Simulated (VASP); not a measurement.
# TaMo2C3 in VASP: further runs, part 2 of 2

VASP 6.6.1. Earlier steps stand in the parts before.

### Step 3. Relaxation of cell and atoms, PBE

This run uses another cell than the first one, of 13.05 Å³/atom, 0.901 times its volume.

INCAR reads:

```
SYSTEM = TaMo2C3
PREC = Normal
ENCUT = 520
EDIFF = 1E-4
ISMEAR = 0
SIGMA = 0.15
LREAL = .FALSE.
LASPH = .TRUE.
NELM = 60
ALGO = Fast
ISIF = 3
LWAVE = .FALSE.
LCHARG = .FALSE.
GGA = PE
IBRION = 2
NSW = 24
EDIFFG = -0.08
```

KPOINTS reads:

```
Automatic mesh
0
G
  6 6 2
  0 0 0
```

POSCAR reads:

```
TaMo2C3
1.0
    3.1519268500      0.0000000000      0.0000000000
   -1.5759634200      2.7296487200      0.0000000000
    0.0000000000      0.0000000000      9.1007853600
Ta Mo C
1 2 3
Direct
    0.0000000000      0.0000000000      0.0000000000
    0.0000000000      0.0000000000      0.3333330000
    0.0000000000      0.0000000000      0.6666670000
    0.3333333300      0.6666666700      0.1666670000
    0.3333333300      0.6666666700      0.8333330000
    0.3333333300      0.6666666700      0.5000000000
```

Potentials or basis: VASP PAW PBE potentials, release 64 (Ta_pv, Mo_sv, C).

Launch:

```
> cat potpaw_PBE.64/Ta_pv/POTCAR potpaw_PBE.64/Mo_sv/POTCAR potpaw_PBE.64/C/POTCAR > POTCAR
> mpirun -np 1 vasp_std > vasp.out
```

OUTCAR:

```text
SYSTEM = TaMo2C3
   PREC = Normal
   ENCUT = 520
   EDIFF = 1E-4
   ISMEAR = 0
   LREAL = .FALSE.
   LASPH = .TRUE.
   NELM = 60
   ISIF = 3
   GGA = PE
   IBRION = 2
   NSW = 24
   EDIFFG = -0.08

 ion  position               nearest neighbor table
   1  0.000  0.000  0.000-   4 2.37   5 2.37   4 2.37   5 2.37   4 2.37   5 2.37   2 3.03   3 3.03

   2  0.000  0.000  0.333-   4 2.37   4 2.37   4 2.37   6 2.37   6 2.37   6 2.37   1 3.03   3 3.03

   3  0.000  0.000  0.667-   5 2.37   5 2.37   5 2.37   6 2.37   6 2.37   6 2.37   1 3.03   2 3.03

   4  0.333  0.667  0.167-   2 2.37   2 2.37   2 2.37   1 2.37   1 2.37   1 2.37
   5  0.333  0.667  0.833-   3 2.37   3 2.37   3 2.37   1 2.37   1 2.37   1 2.37
   6  0.333  0.667  0.500-   2 2.37   3 2.37   2 2.37   3 2.37   2 2.37   3 2.37

  LATTYP: Found a hexagonal cell.
 ALAT       =     3.1519268500
 C/A-ratio  =     2.8873720086

  Lattice vectors:

 A1 = (   3.1519268500,   0.0000000000,   0.0000000000)
 A2 = (  -1.5759634200,   2.7296487200,   0.0000000000)
 A3 = (   0.0000000000,   0.0000000000,   9.1007853600)

Analysis of symmetry for initial positions (statically):
=====================================================================
 Subroutine PRICEL returns:
 Original cell was already a primitive cell.

 Routine SETGRP: Setting up the symmetry group for a
 hexagonal supercell.

 Subroutine GETGRP returns: Found 12 space group operations
 (whereof 12 operations were pure point group operations)
 out of a pool of 24 trial point group operations.

The static configuration has the point symmetry D_3h.

Analysis of symmetry for dynamics (positions and initial velocities):
=====================================================================
 Subroutine PRICEL returns:
 Original cell was already a primitive cell.

 Routine SETGRP: Setting up the symmetry group for a
 hexagonal supercell.

[... 142 lines left out ...]

 number of electron      51.0000021 magnetization

 Free energy of the ion-electron system (eV)
  ---------------------------------------------------
  ext. energy  EPLUGINS =         0.00000000
  ---------------------------------------------------
  free energy    TOTEN  =       -60.11545312 eV

  energy without entropy =      -60.08993930  energy(sigma->0) =      -60.10269621

------------------------ aborting loop because EDIFF is reached ----------------------------------------

  FORCE on cell =-STRESS in cart. coord.  units (eV):
  Direction    XX          YY          ZZ          XY          YZ          ZX
  --------------------------------------------------------------------------------------
  -------------------------------------------------------------------------------------
  Total      -19.0005996    -19.0005995    -22.3286752     -0.0000000      0.0000000      0.0000000
  in kB     -388.7909307   -388.7909298   -456.8901304     -0.0000007      0.0000000      0.0000000
  external PRESSURE =    -411.4906636 kB  Pullay stress =       0.0000000 kB
[... 27 lines left out ...]
--------------------------------------- Ionic step        2  -------------------------------------------

 number of electron      50.9999989 magnetization

 E-fermi :  14.9325     XC(G=0): -15.2544

 val. band max:       14.7724335595   @ k =   0.0000   0.0000   0.0000
 cond. band min:      14.9852280492   @ k =   0.3333   0.3333   0.5000
 fundamental gap:      0.2127944897
 Fermi energy:        14.9325330571

 k-point     1 :       0.0000    0.0000    0.0000
  band No.  band energies     occupation
      1     -45.9270      2.00000
      2     -45.7454      2.00000
      3     -21.1543      2.00000
      4     -20.5318      2.00000
      5     -19.2298      2.00000
      6     -19.2298      2.00000
[... 524 lines left out ...]
  FREE ENERGIE OF THE ION-ELECTRON SYSTEM (eV)
  ---------------------------------------------------
  free  energy   TOTEN  =       -62.1309917565 eV

  energy  without entropy=      -62.1083318447  energy(sigma->0) =      -62.11966180

[... ionic steps 4 to 8 ...]

--------------------------------------- Ionic step        9  -------------------------------------------

 number of electron      51.0000007 magnetization

------------------------ aborting loop because EDIFF is reached ----------------------------------------
[... 75 lines left out ...]
--------------------------------------- Ionic step       11  -------------------------------------------

 number of electron      51.0000008 magnetization

 Free energy of the ion-electron system (eV)
  ---------------------------------------------------
  ext. energy  EPLUGINS =         0.00000000
  ---------------------------------------------------
  free energy    TOTEN  =       -62.26613311 eV

  energy without entropy =      -62.24453168  energy(sigma->0) =      -62.25533240

 E-fermi :   9.6912     XC(G=0): -13.3379

 val. band max:        9.6862157384   @ k =   0.5000   0.0000   0.0000
 cond. band min:       9.7478655726   @ k =   0.0000   0.0000   0.5000
 fundamental gap:      0.0616498342
 Fermi energy:         9.6911668655

 k-point     1 :       0.0000    0.0000    0.0000
  band No.  band energies     occupation
      1     -51.1409      2.00000
      2     -51.0986      2.00000
      3     -25.4964      2.00000
      4     -25.1618      2.00000
      5     -24.8813      2.00000
      6     -24.8813      2.00000
[... 484 lines left out ...]
  FREE ENERGIE OF THE ION-ELECTRON SYSTEM (eV)
  ---------------------------------------------------
  free  energy   TOTEN  =       -62.2661331127 eV

  energy  without entropy=      -62.2445316825  energy(sigma->0) =      -62.25533240

 reached required accuracy - stopping structural energy minimisation
```

Run time: 74 s. Hardware: 1 thread of Intel Xeon 6975P-C (Granite Rapids), shared host; peak memory 0.17 GiB.

Results:

| Quantity | Value |
| --- | --- |
| Free energy | -62.2661 eV |
| Relaxed volume | 10.79 Å³/atom |
| Relaxed cell | a = 2.954 Å, b = 2.954 Å, c = 8.570 Å, α = 90.00°, β = 90.00°, γ = 120.00° |
| Space group after relaxing (to 0.05 Å) | P-6m2 (No. 187) |
| Energy gained by relaxing | 358.4 meV/atom |
| Ionic steps | 11 |
| Pressure after relaxing | -0.2 GPa |
| Largest force after relaxing | 0.015 eV/Å |
| Band gap on the k mesh | none (metal or under the smearing width) |

Forces on the atoms (eV/Å):
```
Ta   0.000  0.000  0.000
Mo   0.000  0.000 -0.013
Mo   0.000  0.000  0.013
C    0.000  0.000  0.015
C    0.000  0.000 -0.015
C    0.000  0.000  0.000
```

Step by step:
```tsv
step	energy change (eV)	largest force (eV/Å)	pressure (GPa)	volume (Å³)
1	0.0000	0.8778	-41.15	78.30
2	8.1559	0.9029	229.07	46.11
3	-2.0155	1.2056	-6.91	66.40
4	-2.0459	1.2221	-2.43	65.43
5	-2.0503	1.2330	0.40	64.88
6	-2.1401	0.3069	1.36	64.41
7	-2.1401	0.2987	1.57	64.42
8	-2.1467	0.1109	-2.32	65.21
9	-2.1497	0.0607	-1.25	64.92
10	-2.1478	0.1097	1.72	64.47
11	-2.1507	0.0153	-0.21	64.74
```

Final structure:
```cif
data_structure
_symmetry_space_group_name_H-M 'P 1'
_symmetry_Int_Tables_number 1
_cell_length_a 2.9535
_cell_length_b 2.9535
_cell_length_c 8.5699
_cell_angle_alpha 90.000
_cell_angle_beta 90.000
_cell_angle_gamma 120.000
_cell_volume 64.74
loop_
_atom_site_label
_atom_site_type_symbol
_atom_site_fract_x
_atom_site_fract_y
_atom_site_fract_z
_atom_site_occupancy
Ta1 Ta 0.00000 0.00000 0.00000 1
Mo1 Mo 0.00000 0.00000 0.33553 1
Mo2 Mo 0.00000 0.00000 0.66447 1
C1 C 0.33333 0.66667 0.17541 1
C2 C 0.33333 0.66667 0.82459 1
C3 C 0.33333 0.66667 0.50000 1
```

Caveat: the k mesh is coarse (spacing up to 0.38 Å⁻¹), so the values aren't converged; the volume moved by over 15 % at a fixed basis, so the end points are rough; the relaxation stopped at a loose force limit of 0.08 eV/Å, so its end isn't a converged minimum.

### Step 4. Relaxation of cell and atoms, PBE

This run uses another cell than the first one, of the same volume but with other edges.

INCAR is that of step 3.

KPOINTS is that of step 3.

POSCAR reads:

```
TaMo2C3
1.0
    3.0636618700      0.0000000000      0.0000000000
    0.0000000000      3.0636618700      0.0000000000
    0.0000000000      0.0000000000      9.2756508400
Ta Mo C
1 2 3
Direct
    0.5000000000      0.5000000000      0.0000000000
    0.5000000000      0.5000000000      0.3248246900
    0.5000000000      0.5000000000      0.6751753100
    0.0000000000      0.0000000000      0.8390681100
    0.0000000000      0.0000000000      0.1609318900
    0.0000000000      0.0000000000      0.5000000000
```

Launch:

```
> cat potpaw_PBE.64/Ta_pv/POTCAR potpaw_PBE.64/Mo_sv/POTCAR potpaw_PBE.64/C/POTCAR > POTCAR
> mpirun -np 1 vasp_std > vasp.out
```

Run time: 1.9 min. Hardware: 1 thread of Intel Xeon 6975P-C (Granite Rapids), shared host; peak memory 0.18 GiB.

It converged, with:

```yaml
Free_energy: -58.2778 eV
Relaxed_volume: 10.25 Å³/atom
Relaxed_cell: a = 2.735 Å, b = 2.735 Å, c = 8.223 Å, α = 90.00°, β = 90.00°, γ = 90.00°
Space_group_after_relaxing_to_0.05_Å: P4/mmm (No. 123)
Energy_gained_by_relaxing: 974.5 meV/atom
Ionic_steps: 12
Pressure_after_relaxing: 0.0 GPa
Largest_force_after_relaxing: 0.035 eV/Å
Band_gap_on_the_k_mesh: none (metal or under the smearing width)
```

Forces in eV/Å, atoms in the order of the input:
```
Ta   0.000  0.000  0.000
Mo   0.000  0.000  0.035
Mo   0.000  0.000 -0.035
C    0.000  0.000 -0.005
C    0.000  0.000  0.005
C    0.000  0.000  0.000
```

Stress tensor (GPa, compression positive):
```
-0.25  0.00  0.00
 0.00 -0.25  0.00
 0.00  0.00  0.58
```

Step by step:
```csv
step,energy change (eV),largest force (eV/Å),pressure (GPa),volume (Å³)
1,0.0000,0.6657,-50.69,87.06
2,8.2818,5.1593,306.22,41.08
3,-5.2638,1.5601,-10.20,64.01
4,-5.4897,1.6242,-4.16,62.65
5,-5.5036,1.7184,0.72,61.67
6,-5.7862,0.7736,2.79,60.91
7,-5.7948,0.6285,3.49,60.76
8,-5.8257,0.2349,-4.94,62.46
9,-5.8302,0.3272,-2.76,62.01
10,-5.8449,0.1968,1.28,61.31
11,-5.8461,0.0807,0.19,61.46
12,-5.8467,0.0353,0.02,61.49
```

Final structure:
```
Ta Mo C
1.0
     2.73458    0.00000    0.00000
     0.00000    2.73458    0.00000
     0.00000    0.00000    8.22285
Ta Mo C
1 2 3
Cartesian
  1.3673 1.3673 8.2228
  1.3673 1.3673 2.7486
  1.3673 1.3673 5.4743
  0.0000 0.0000 6.7505
  2.7346 2.7346 1.4723
  0.0000 0.0000 4.1114
```

Levels at points of the mesh, in eV from the Fermi level:
| k point | band 21 | band 22 | band 23 | band 24 | band 25 | band 26 | band 27 | band 28 | band 29 | band 30 |
| --- | --- | --- | --- | --- | --- | --- | --- | --- | --- | --- |
| (0.00, 0.00, 0.00) | -2.09 | -2.09 | -1.56 | -1.56 | 1.01 | 1.01 | 1.06 | 2.41 | 2.57 | 2.78 |
| (0.50, 0.00, 0.00) | -2.53 | -2.35 | -1.75 | -1.32 | -1.27 | 0.11 | 0.74 | 1.60 | 4.09 | 4.12 |
| (0.50, 0.50, 0.00) | -3.30 | -3.30 | -2.60 | 0.81 | 0.81 | 1.93 | 2.13 | 2.95 | 3.79 | 4.71 |
| (0.00, 0.00, 0.50) | -2.43 | -2.43 | -0.60 | -0.60 | 0.04 | 0.04 | 0.75 | 0.76 | 2.58 | 2.77 |
| (0.50, 0.00, 0.50) | -2.59 | -2.59 | -2.36 | -1.76 | -1.75 | 0.52 | 1.15 | 2.07 | 2.08 | 3.73 |
| (0.50, 0.50, 0.50) | -4.56 | -1.46 | -1.05 | -0.99 | -0.53 | 2.43 | 2.43 | 2.76 | 2.76 | 4.68 |

Caveat: the volume moved by over 15 % at a fixed basis, so the end points are rough; the relaxation stopped at a loose force limit of 0.08 eV/Å, so its end isn't a converged minimum. The run has no spin-orbit coupling, so splittings on Ta are missing.

### Step 5. Relaxation of cell and atoms, PBE

This run uses another cell than the first one, of 12.94 Å³/atom, 0.893 times its volume.

INCAR is that of step 4.

KPOINTS reads:

```
Automatic mesh
0
G
  4 4 6
  0 0 0
```

POSCAR reads:

```
TaMo2C3
1.0
    2.9462436900     -4.4927958600      0.0000000000
    2.9462436900      4.4927958600      0.0000000000
    0.0000000000      0.0000000000      2.9326816000
Ta Mo C
1 2 3
Direct
    0.5000000000      0.5000000000      0.0000000000
    0.2156325000      0.7843675000      0.0000000000
    0.7843675000      0.2156325000      0.0000000000
    0.0000000000      0.0000000000      0.0000000000
    0.5000000000      0.0000000000      0.5000000000
    0.0000000000      0.5000000000      0.5000000000
```

Launch:

```
> cat potpaw_PBE.64/Ta_pv/POTCAR potpaw_PBE.64/Mo_sv/POTCAR potpaw_PBE.64/C/POTCAR > POTCAR
> mpirun -np 1 vasp_std > vasp.out
```

Run time: 1.8 min. Hardware: 1 thread of Intel Xeon 6975P-C (Granite Rapids), shared host; peak memory 0.19 GiB.

Results (log left out):

| Item | Value |
| --- | --- |
| Free energy | -56.9452 eV |
| Relaxed volume | 13.10 Å³/atom |
| Relaxed cell | a = 5.868 Å, b = 5.868 Å, c = 3.107 Å, α = 90.00°, β = 90.00°, γ = 132.70° |
| Space group after relaxing (to 0.05 Å) | Cmmm (No. 65) |
| Energy gained by relaxing | 395.7 meV/atom |
| Ionic steps | 9 |
| Pressure after relaxing | 0.0 GPa |
| Largest force after relaxing | 0.027 eV/Å |
| Band gap on the k mesh | none (metal or under the smearing width) |

Forces on the atoms (eV/Å):
```
Ta   0.000  0.000  0.000
Mo   0.000  0.027  0.000
Mo   0.000 -0.027  0.000
C    0.000  0.000  0.000
C    0.000  0.000  0.000
C    0.000  0.000  0.000
```

Stress tensor (GPa, compression positive):
```
 0.30  0.00  0.00
 0.00  0.60  0.00
 0.00  0.00 -0.89
```

Step by step:
```
step  energy change (eV)  largest force (eV/Å)  pressure (GPa)  volume (Å³)
   1              0.0000                2.6666            5.62        77.64
   2             -1.1947                1.0863           -9.97        82.48
   3             -1.3754                0.6646          -13.92        84.16
   4             -2.1273                0.0418            8.20        76.04
   5             -2.1275                0.0551            8.02        76.11
   6             -2.3398                0.2048            6.06        76.79
   7             -2.3405                0.1961            5.71        76.84
   8             -2.3350                0.1305           -5.90        80.60
   9             -2.3743                0.0274            0.00        78.62
```

Final structure:
```cif
data_structure
_symmetry_space_group_name_H-M 'P 1'
_symmetry_Int_Tables_number 1
_cell_length_a 5.8677
_cell_length_b 5.8677
_cell_length_c 3.1074
_cell_angle_alpha 90.000
_cell_angle_beta 90.000
_cell_angle_gamma 132.705
_cell_volume 78.62
loop_
_atom_site_label
_atom_site_type_symbol
_atom_site_fract_x
_atom_site_fract_y
_atom_site_fract_z
_atom_site_occupancy
Ta1 Ta 0.50000 0.50000 0.00000 1
Mo1 Mo 0.18187 0.81813 0.00000 1
Mo2 Mo 0.81813 0.18187 0.00000 1
C1 C 0.00000 0.00000 0.00000 1
C2 C 0.50000 0.00000 0.50000 1
C3 C 0.00000 0.50000 0.50000 1
```

Levels at points of the mesh, in eV from the Fermi level:
```
           k point  band 23  band 24  band 25  band 26  band 27  band 28
(0.00, 0.00, 0.00)    -2.37    -0.28    -0.13     0.16     0.36     0.53
(0.50, 0.00, 0.00)    -2.24    -1.54    -0.04     0.42     0.59     1.82
(0.50, 0.50, 0.00)    -2.27    -1.59     0.46     0.62     1.58     1.81
(0.00, 0.00, 0.50)    -0.74    -0.70    -0.57     0.13     0.73     1.22
(0.50, 0.00, 0.50)    -1.93    -1.31    -0.60     0.53     0.61     1.04
(0.50, 0.50, 0.50)    -1.73    -1.71    -1.43    -0.86     0.58     0.83
```

Caveat: the relaxation stopped at a loose force limit of 0.08 eV/Å, so its end isn't a converged minimum. Spin-orbit coupling is left out, which matters for the levels of Ta.

### Step 6. Summary

```csv
k mesh,mesh quality,gap on the mesh (eV),pressure (GPa),relaxed volume (Å³/atom),largest force (eV/Å)
4 × 4 × 6,not flagged,none,0.0,13.10,0.03
6 × 6 × 2,coarse,none,-0.2,10.79,0.02
6 × 6 × 2,not flagged,none,0.0,10.25,0.04
```

Alike in all rows: task relaxation of cell and atoms; level PBE; potentials or basis VASP PAW PBE potentials, release 64 (Ta_pv, Mo_sv, C); no spin polarisation; cell relaxed; cutoff (eV) 520; smearing gaussian 0.15 eV.

Caveats: some runs use coarse meshes; the relaxation stopped at a loose force limit of 0.08 eV/Å, so its end isn't a converged minimum; the volume moved by over 15 % at a fixed basis, so the end points are rough (some runs).

Absolute energies hang on the potentials; compare differences alone.
